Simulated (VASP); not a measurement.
Input of a VASP 6.6.1 run:

The input INCAR:

```
SYSTEM = CrH4F
PREC = Accurate ; ENCUT = 520
EDIFF = 1E-6 ; ISMEAR = -1
SIGMA = 0.1401 ; LREAL = .FALSE.
LASPH = .TRUE. ; NELM = 150
ALGO = Normal ; ISIF = 2
LWAVE = .FALSE. ; LCHARG = .TRUE.
ISPIN = 2 ; MAGMOM = -0.03 -0.03 -0.03 -0.03 -0.01 -0.01 -0.01 -0.01 -0.08 -0.08 0.72 0.72
LORBIT = 11 ; LMAXMIX = 4
LDAU = .TRUE. ; LDAUTYPE = 1
LDAUL = -1 -1 2 ; LDAUU = 0 0 5.38
LDAUJ = 0 0 0.94 ; LDAUPRINT = 1
LELF = .TRUE. ; LVHAR = .TRUE.
ISYM = 0 ; NBANDS = 39
```

The input KPOINTS:

```
regular mesh
0
G
  4 4 3
  0 0 0
```

Contents of POSCAR:

```
CrH4F
1.0
    3.2336927000      2.9728996600      0.0000000000
    3.2336927000     -2.9728996600      0.0000000000
    0.0000000000      0.0000000000     -6.4873650800
H F Cr
8 2 2
Direct
    0.1744000000      0.1998000000      0.7500000000
    0.8256000000      0.8002000000      0.2500000000
    0.1998000000      0.1744000000      0.2500000000
    0.8002000000      0.8256000000      0.7500000000
    0.6911000000      0.3089000000      0.5720000000
    0.3089000000      0.6911000000      0.0720000000
    0.3089000000      0.6911000000      0.4280000000
    0.6911000000      0.3089000000      0.9280000000
    0.3534000000      0.6466000000      0.7500000000
    0.6466000000      0.3534000000      0.2500000000
    0.8390000000      0.1610000000      0.7500000000
    0.1610000000      0.8390000000      0.2500000000
```

Potentials or basis: VASP PAW LDA potentials, release 64 (H, F, Cr_pv).

Run with:

```sh
$ cat potpaw_LDA.64/H/POTCAR potpaw_LDA.64/F/POTCAR potpaw_LDA.64/Cr_pv/POTCAR > POTCAR
$ mpirun -np 1 vasp_std > vasp.out
```

Task: What does it give for the largest force?

Result: 2.141 eV/Å.

Task: Estimate the band gap on the k mesh.

Result: 1.37 eV, indirect (least direct gap 1.38 eV).

Task: Predict the net moment.

Result: 2.00 μB per cell.

Task: Estimate the site moments.

Result: H -0.02; F -0.05; Cr +1.09 μB.

Eigenvalues of the final occupation matrices:
| site | spin | trace | eigenvalues |
| --- | --- | --- | --- |
| site 11 d | 1 | 2.74 | 0.03 0.51 0.63 0.66 0.92 |
| site 11 d | 2 | 1.64 | 0.00 0.02 0.47 0.55 0.60 |
| site 12 d | 1 | 2.74 | 0.03 0.51 0.63 0.66 0.92 |
| site 12 d | 2 | 1.64 | 0.00 0.02 0.47 0.55 0.60 |

Caveat: an odd mesh through Γ misses points on the zone boundary, where band edges often lie; forces of over 1 eV/Å show positions far from the minimum, so gaps and moduli don't describe the material at rest.
